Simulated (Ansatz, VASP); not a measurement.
# Ir (Iridium) in two plane-wave programs

One calculation is typed for both programs; each brings its own data sets and cutoff. How far apart do they land? The cell is taken from a series of VASP runs on this material, whose earlier steps may have relaxed, scaled or displaced it; both programs get it as it stands.

Program: Ansatz 0.2.0. Level of theory: plane waves, with VASP 6.6.1 beside it; single point at PBEsol. Results are calculated unless marked as measured.

## Step 1: Set-up

Symmetry: Fm-3m, No. 225, cubic system. The conventional cell has a = 3.834 Å, b = 3.834 Å, c = 3.834 Å, α = 90.00°, β = 90.00°, γ = 90.00°. Nearest to Ir lie 12 Ir at 2.71 Å.

## Step 2: VASP: single point, PBEsol

With cell and atoms fixed, the geometry can't cause a difference; cores, projectors, grids and the points listed under the comparison can.

Lines of VASP's logs that name or quote its potential files are left out, and so is its time.

The input, INCAR:

```
SYSTEM = Ir
PREC = Accurate
ENCUT = 400
EDIFF = 1E-06
NELM = 100
ISMEAR = 1
SIGMA = 0.2
LREAL = .FALSE.
ALGO = Normal
GGA = PS
NBANDS = 10
LASPH = .TRUE.
LORBIT = 11
LWAVE = .FALSE.
LCHARG = .TRUE.
ISIF = 2
LELF = .TRUE.
LVHAR = .TRUE.
```

The input, POSCAR:

```
Ir
1.0
    0.0000000000      1.9168492043      1.9168492043
    1.9168492043      0.0000000000      1.9168492043
    1.9168492043      1.9168492043      0.0000000000
Ir
1
Direct
    0.0000000000      0.0000000000      0.0000000000
```

The input, KPOINTS:

```
Automatic mesh
0
Gamma
10 10 10
0 0 0
```

PAW data sets: Ir (PBE family, release 64).

On the command line:

```console
$ mpirun -np 2 vasp_std
```

Numbers of over 12 decimals in the logs are rounded to 6 here.

What it wrote:

```text
[banner, memory and clock lines left out]
running    2 mpi-ranks, on    1 nodes
 distrk:  each k-point on    2 cores,    1 groups
 distr:  one band on    1 cores,    2 groups

 POSCAR found type information on POSCAR Ir
 POSCAR found :  1 types and       1 ions
|                                                                             |
|               ----> ADVICE to this user running VASP <----                  |
|                                                                             |
|     You enforced a specific xc type in the INCAR file but a different       |
|     [... a line on the potential file left out ...]
|     I HOPE YOU KNOW WHAT YOU ARE DOING!                                     |
|                                                                             |

 LDA part: xc-table for (Slater+PW92), standard interpolation
 POSCAR, INCAR and KPOINTS ok, starting setup
 FFT: planning ... GRIDC
 FFT: planning ... GRID_SOFT
 FFT: planning ... GRID
 WAVECAR not read
 entering main loop
       N       E                     dE             d eps       ncg     rms          rms(c)
DAV:   1     0.390269897729E+02    0.39027E+02   -0.37391E+03   996   0.659E+02
DAV:   2    -0.970993867183E+01   -0.48737E+02   -0.46164E+02   992   0.181E+02
DAV:   3    -0.104463273808E+02   -0.73639E+00   -0.73550E+00  1098   0.263E+01
DAV:   4    -0.104527143153E+02   -0.63869E-02   -0.63864E-02  1068   0.230E+00
DAV:   5    -0.104528291987E+02   -0.11488E-03   -0.11488E-03  1072   0.288E-01    0.159E+01
DAV:   6    -0.992814560953E+01    0.52468E+00   -0.91451E-01  1038   0.114E+01    0.630E+00
DAV:   7    -0.983106489047E+01    0.97081E-01   -0.28747E-01  1100   0.586E+00    0.143E+00
DAV:   8    -0.982869328912E+01    0.23716E-02   -0.20873E-03  1006   0.451E-01    0.114E+00
DAV:   9    -0.982395203273E+01    0.47413E-02   -0.23764E-03  1024   0.685E-01    0.299E-02
DAV:  10    -0.982394162465E+01    0.10408E-04   -0.15491E-05  1328   0.418E-02    0.217E-02
DAV:  11    -0.982394327111E+01   -0.16465E-05   -0.11490E-06   876   0.666E-03    0.167E-03
DAV:  12    -0.982394327530E+01   -0.41838E-08   -0.25882E-08   502   0.161E-03
   1 F= -.98239433E+01 E0= -.98236453E+01  d E =-.893855E-03
```

Parts of OUTCAR (step 2):

```text
ion  position               nearest neighbor table
   1  0.000  0.000  0.000-

  LATTYP: Found a face centered cubic cell.
 ALAT       =     3.8336984086

 Subroutine GETGRP returns: Found 48 space group operations
 (whereof 48 operations were pure point group operations)

The static configuration has the point symmetry O_h .

 Found     47 irreducible k-points:

   k-points           NKPTS =     47   k-points in BZ     NKDIM =     47   number of bands    NBANDS=     10

   dimension x,y,z NGX =    18 NGY =   18 NGZ =   18
   dimension x,y,z NGXF=    36 NGYF=   36 NGZF=   36

   ENCUT  =  400.0 eV  29.40 Ry    5.42 a.u.   4.42  4.42  4.42*2*pi/ulx,y,z

   NELECT =       9.0000    total number of electrons

 k-points in reciprocal lattice and weights: Automatic mesh
   0.00000000  0.00000000  0.00000000       0.001
   0.10000000  0.00000000  0.00000000       0.008
   0.20000000  0.00000000  0.00000000       0.008
   0.30000000  0.00000000  0.00000000       0.008
   0.40000000  0.00000000  0.00000000       0.008
   0.50000000  0.00000000  0.00000000       0.004
   0.10000000  0.10000000  0.00000000       0.006
   0.20000000  0.10000000  0.00000000       0.024
   0.30000000  0.10000000  0.00000000       0.024
[...]
-0.30000000  0.40000000  0.20000000       0.024
  -0.30000000  0.50000000  0.20000000       0.012

 average (electrostatic) potential at core
       1 -48.5345

 E-fermi :  10.4054

 k-point     1 :       0.0000    0.0000    0.0000
  band No.  band energies     occupation
    ...
      2       6.3898      2.00000
      3       6.3898      2.00000
      4       6.3898      2.00000
      5       9.1307      2.00000
      6       9.1307      2.00000
      7      24.6263      0.00000
      8      30.2344      0.00000
      9      30.2344      0.00000
     10      30.2344      0.00000

 k-point     2 :       0.1000    0.0000    0.0000
  band No.  band energies     occupation
    ...
      2       6.1667      2.00000
      3       6.5725      2.00000
      4       6.5725      2.00000
      5       9.0213      2.00000
      6       9.0213      2.00000
      7      25.3703      0.00000
      8      28.3259      0.00000
      9      30.9612      0.00000
     10      30.9612      0.00000

 k-point     3 :       0.2000    0.0000    0.0000
  band No.  band energies     occupation
    ...
      2       5.8196      2.00000
      3       6.8537      2.00000
      4       6.8537      2.00000
      5       9.0342      2.00000
      6       9.0342      2.00000
      7      25.4669      0.00000
      8      26.9479      0.00000
      9      32.9160      0.00000
     10      32.9160      0.00000

  Total        0.0012361      0.0012361      0.0012361      0.0000000      0.0000000      0.0000000
  in kB        0.1405976      0.1405976      0.1405976      0.0000000      0.0000000      0.0000000
  external PRESSURE =       0.1405976 kB  Pullay stress =       0.0000000 kB

  energy-cutoff  :      400.00
  volume of cell :       14.09
      direct lattice vectors                 reciprocal lattice vectors
     0.000000000  1.916849204  1.916849204    -0.260844723  0.260844723  0.260844723
     1.916849204  0.000000000  1.916849204     0.260844723 -0.260844723  0.260844723
     1.916849204  1.916849204  0.000000000     0.260844723  0.260844723 -0.260844723

 POSITION                                       TOTAL-FORCE (eV/Angst)
 -----------------------------------------------------------------------------------
      0.00000      0.00000      0.00000         0.000000      0.000000     -0.000000
 -----------------------------------------------------------------------------------
    total drift:                                0.000000     -0.000000     -0.000000

  FREE ENERGIE OF THE ION-ELECTRON SYSTEM (eV)
  ---------------------------------------------------
  free  energy   TOTEN  =        -9.8239432753 eV

  energy  without entropy=       -9.8230494206  energy(sigma->0) =       -9.82364532

 total charge
# of ion       s       p       d       tot
------------------------------------------
    1        0.674   0.747   6.979   8.399

[... 3 further parts left out ...]
```

This run has no spin polarisation. Its electron count is odd, so without a moment it is a metal by construction.

## Step 3: Ansatz: single point, PBEsol

Ansatz runs on its default PAW (the set named soft_2) files.

The same cell, functional, mesh and smearing now go to Ansatz, which takes its cutoff from its data sets.

The input, input.yaml:

```yaml
crystal:
  lattice:
    - [0.0, 1.9168492043, 1.9168492043]
    - [1.9168492043, 0.0, 1.9168492043]
    - [1.9168492043, 1.9168492043, 0.0]
  atoms:
    - { symbol: Ir, position: [0.0, 0.0, 0.0] }
hamiltonian:
  xc: pbesol
  pseudopotentials: { kind: paw }
kpoints:
  mp_grid: { grid: [10, 10, 10] }
scf:
  occupations: { method: methfessel_paxton, width: 0.2 }
  n_extra_bands: 4
output:
  forces: true
  stress: true
  eigenvalues: true
  write_density: true
  write_potential: true
  elf: true
  volumetric_format: npy
```

On the command line:

```console
$ ansatz run input.yaml --threads 2 --pin off --max-ram 4608MiB --backend cpu --events-out ev --progress --plain --runs-dir out
```

What it wrote:

```text
scf.n_extra_bands = 4 over 9 filled bands (N_el = 17.0): the run solves 13 bands
Engine: ansatz 0.2.0, x86_64-unknown-linux-gnu
Pseudopotentials: kind: paw
Pseudopotential: Ir, paw, valence charge 17, recommended cutoff 420 eV (normal), Ir.paw.azcp
Functional definition: PBEsol
  exchange = pbesol_x
  correlation = pbesol_c
Crystal: 1 atoms, lattice volume = 14.086 Å³
Basis set: ecut = 420 eV, 283 PW (Γ), exchange–correlation on 40×40×40 points (8 copies of the dense FFT grid, shifted against one another)
Bands: 13, of which v1, the nominal top of the filled ones, is band 9 counted from 1 (8 counted from 0)
Symmetry: 48 space group operations
Space group: Fm-3m (ITA 225), of the structure as read, at distance tolerance 2.4e-5 Å
k-points: 47 of 1000
Non-local potential: Ir, projectors of the file, l = 0: 3, l = 1: 2, l = 2: 2, l = 3: 1
PAW form: soft (Blöchl's): semilocal exchange-correlation on the pseudo side does not see the compensation charge
PAW frozen core: Ir, regenerated for the run's functional, and the local potential with it (the file was generated under x = pbe(κ = 0.804, μ = 0.219515), c = pbe(β = 0.066725))
PAW one-centre angular grid: Ir, 590 points (default); XC on 64 Gauss nodes
Initial density: superposition of atomic densities (neutral atoms: chi_scale 0, normalization atom), corrected by the library's trained network
Initial wavefunctions: pseudopotential atomic-orbital guess
Functional: x = pbesol(κ = 0.804, μ = 0.123457), c = pbesol(β = 0.046)
SCF iter   1: F=—  HF=-11799.038772 eV  |F-HF|=—  |Δ(HF+E_count)|=         —  Δρ=5.98e-3  dr2=1.91e-3  ethr=1.77e-3  ⟨swp⟩=5.0  Hψ=2932  notcnv=0
preconditioner: auto → none  [metal: Δε(μ)=0.033 eV  Ē_g=14.285 eV  σ=0.200 eV  W_gap=0.14  n_scr=0 (ndim 8)  ℏωp=29.7 eV  f_vac=0.000  D(μ)=1.07/eV (n_scr^D=14)]
SCF iter   2: F=—  HF=-11799.038464 eV  |F-HF|=—  |Δ(HF+E_count)|=   3.08e-4  S|Δr|=    0.00e0  Δρ=2.45e-3  dr2=1.13e-4  ethr=1.12e-5  ⟨swp⟩=2.3  Hψ=1222  notcnv=0
SCF iter   3: F=—  HF=-11799.038585 eV  |F-HF|=—  |Δ(HF+E_count)|=   1.21e-4  S|Δr|=    0.00e0  Δρ=1.07e-3  dr2=2.10e-5  ethr=6.65e-7  ⟨swp⟩=1.1  Hψ=649  notcnv=0
SCF iter   4: F=—  HF=-11799.038613 eV  |F-HF|=—  |Δ(HF+E_count)|=   2.82e-5  S|Δr|=    0.00e0  Δρ=4.71e-5  dr2=1.04e-7  ethr=1.24e-7  ⟨swp⟩=2.0  Hψ=823  notcnv=0
SCF iter   5: F=-11799.038613 eV  HF=-11799.038613 eV  |F-HF|=3.70e-9  |Δ(HF+E_count)|=   2.88e-8  S|Δr|=    0.00e0  Δρ=6.47e-6  dr2=5.02e-9  ethr=5.88e-10  ⟨swp⟩=7.9  Hψ=3577  notcnv=0
SCF 1 converged in 5 iterations: F = -11799.038613 eV  dr2 = 5.02e-9
  greatest PAW one-centre occupation: 1.000 electrons in one spin orbital (limit 2), on the Ir atom at site 0 (counted from 0), in its partial waves of l = 0
SCF converged after 5 iterations
Stability not checked: this state was not tested for a lower state beside it, because cold or Methfessel-Paxton smearing, or corrected tetrahedra, fill the levels in a way that the test cannot read (fill_not_monotonic; see scf.lower_state_search)
Free energy (F): -11799.038613 eV
Harris-Foulkes:  -11799.038613 eV  (|F-HF|=3.70e-9)
Internal energy: -11799.037726 eV  (E = F + TS)
E sigma→0 (E₀):  -11799.038391 eV
Entropy (-TS):   -0.000887 eV (-0.887 meV/atom)
Fermi energy:    25.878592 eV
--- Per-component energies (eV) ---
  E_band       = -83.431313
  E_kinetic    = 623.369069
  E_local      = -1061.112349  (includes V_loc(G=0)·N_el)
  E_nonlocal   = 75.790409
  E_hartree    = 406.439971
  E_xc         = -266.636222
  E_vxc        = -299.877125  (∫ρ·V_xc dr)
  E_paw        = -9088.709336  (= ΣΔE_a)
  E_vpaw       = -234.483963  (= ΣTr[D̂ρ^β])
  E_aug_tail   = 0.000053  (compensation charges beyond the density's cutoff)
  E_ewald      = -2488.444607
  E_core_change = 0.265285  (= ΣΔE_core)
  E_smearing   = -0.000887  (= −TS)
  E_closure    = 0.000000  (closes the sum)
  Σ components = -11799.038613   (vs F -11799.038613, Δ=0.00e0)
--- Forces (eV/Å), atoms counted from 1 ---
  atom   1  Ir    -0.00000000     0.00000000     0.00000000
  max |Σ_I F_I| component: 2.77e-32 eV/Å
--- Stress (GPa, compression-positive) ---
       -1.008158      -0.000000      -0.000000
       -0.000000      -1.008158      -0.000000
       -0.000000       0.000000      -1.008158
  P = ⅓ Tr σ = -1.0082 GPa (-10.082 kbar)
--- Band table (eV; the first three rows and the last of 47) ---
  k-point 0: bands = [... 5 lower, 21.8615, 21.8615, 21.8615, 24.6040, 24.6040, 39.3432, 44.8767, 44.8767]
  k-point 1: bands = [... 5 lower, 21.6359, 22.0434, 22.0434, 24.4926, 24.4926, 40.0930, 43.1776, 45.6177]
  k-point 2: bands = [... 5 lower, 21.2870, 22.3231, 22.3231, 24.5025, 24.5025, 40.4524, 41.8200, 47.6514]
  k-point 46: bands = [... 5 lower, 19.9844, 21.8982, 24.3001, 27.3030, 33.5458, 34.0233, 35.8363, 39.0871]
```

The job ended after 0.57 s (2 threads of Intel Xeon 6975P-C (Granite Rapids), shared host; peak memory 0.29 GiB).

The column dr2 measures how far the density is from self-consistency, as an energy; F and HF (Harris–Foulkes) agree once it is small.

The run ends at a pressure of -1.01 GPa.

## Step 4: Comparison

Known differences besides the potentials themselves: the data sets hold 17 valence electrons in Ansatz (default PAW (the set named soft_2) files) and 9 in VASP; the cutoff is 420 eV in Ansatz and 400 eV in VASP; Ansatz makes its cores anew for this functional, VASP keeps those of its PBE data sets. Total energies have different zeros and are not compared.

Both answers:

| quantity | Ansatz | VASP | difference |
| --- | --- | --- | --- |
| pressure (GPa) | -1.01 | 0.01 | -1.02 |
| pressure without Ansatz's Pulay correction (GPa) | -1.08 | 0.01 | -1.09 |

Ansatz's pressure holds a Pulay correction of 0.07 GPa; VASP's holds none.

## Step 5: Further runs

Further runs change the set-up of one program: Ansatz's method, potentials or start, or VASP's data sets, cutoff or form of LDA. The table gives Ansatz less VASP for each quantity, since a change that brings one quantity closer may part another.

| run | pressure (GPa) | pressure without Ansatz's Pulay correction (GPa) |
| --- | --- | --- |
| as above | -1.0 | -1.1 |
| cores kept as stored | -1.00 | -1.1 |
| Ansatz's all-electron LAPW method | -1.1 |  |
| Ansatz's larger PAW set (cutoff 740 eV) | -0.90 |  |
| norm-conserving potentials (cutoff 925 eV) | -1.6 | -1.7 |

## Step 6: Summary of results

```yaml
difference_in_pressure_single_point_pbesol: -1.0 GPa
```

**Reading.** The difference in pressure is -1.0 GPa (single point, PBEsol), at about the 1 GPa picked in this series as the mark of a large difference. Single point, PBEsol, norm-conserving potentials (cutoff 925 eV): the difference in pressure goes from -1.0 to -1.6 GPa; the difference in pressure without Ansatz's Pulay correction goes from -1.1 to -1.7 GPa. 4 further runs of this series are not shown here. How closely two codes agree says nothing of how well the functional describes the real material.

[Lines on the potential files, build, host, timing and source positions are cut from VASP's logs without a mark.]

[Logs are printed without paths, hosts, clocks, repeated set-up lines and the standing remarks that a program may print on its own settings, such as how far it seeks lower states.]

[Hosts, paths, dates, database ids (printed as entryN), source tags and the programs' standing remarks are cut or masked in the printed files.]
